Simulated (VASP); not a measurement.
VASP runs on ZrC (space group Fm-3m) share one base input (PBE GGA, plane waves, VASP's PBE PAW potentials (set 64)) and change the settings named in each case.

KPOINTS:
```
Automatic
0
gamma
 10 10 10
0 0 0
```

**INCAR**
```
ALGO  =  Normal
EDIFF  =  1E-6
ENCUT  =  400
GGA  =  PE
ISIF  =  2
ISMEAR  =  0
LASPH  =  .True.
LCHARG  =  .False.
LMAXMIX  =  4
LREAL  =  .False.
LWAVE  =  .False.
NELM  =  100
PREC  =  Accurate
SIGMA  =  0.2
SYSTEM  =  ZrC
```

### POSCAR
```
ZrC
3.2652420
  0.0000000000   0.7071068546   0.7071068546
  0.7071068546   0.0000000000   0.7071068546
  0.7071068546   0.7071068546   0.0000000000
Zr C
1 1
Direct
  0.0000000000   0.0000000000   0.0000000000
  0.5000000000   0.5000000000   0.5000000000
```

POTCAR, in this order: Zr_sv C (PBE.64 set). Program: vasp_std.

```
change                                                                                                              E(σ→0) (eV/atom)  pressure (GPa)  −TS (eV)
------------------------------------------------------------------------------------------------------------------  ----------------  --------------  --------
base run                                                                                                                     -9.6983           13.94   -0.0062
GGA = PS                                                                                                                    -10.2756             ___       ___
GGA_COMPAT = .FALSE., LNONCOLLINEAR = .TRUE., LSORBIT = .TRUE., MAGMOM = 0.0 0.0 0.0 0.0 0.0 0.0, program vasp_ncl           -9.7331             ___       ___
KPOINTS 1×1×1 Γ-centred mesh                                                                                                  0.0247          113.95   -0.6592
```

Task: What belongs in the gaps?

Result: 
- GGA = PS, pressure (GPa): 7.75
- GGA = PS, −TS (eV): -0.0063
- GGA_COMPAT = .FALSE., LNONCOLLINEAR = .TRUE., LSORBIT = .TRUE., MAGMOM = 0.0 0.0 0.0 0.0 0.0 0.0, program vasp_ncl, pressure (GPa): 13.89
- GGA_COMPAT = .FALSE., LNONCOLLINEAR = .TRUE., LSORBIT = .TRUE., MAGMOM = 0.0 0.0 0.0 0.0 0.0 0.0, program vasp_ncl, −TS (eV): -0.0060

Energies of different potentials or functionals have different zeros.  At 400 eV the pressure can carry a Pulay error.

Left out are runs that ran out of time, are held back, or changed the cell or the kind of run, fixed moments of cells without a moment, rows past the twelfth, gaps on odd meshes, pressures of charged cells and columns that move by less than the noise.

The structure is a typed ZrC crystal (Fm-3m). The cell was not relaxed at this level, its lattice was scaled by up to 2.5 %.
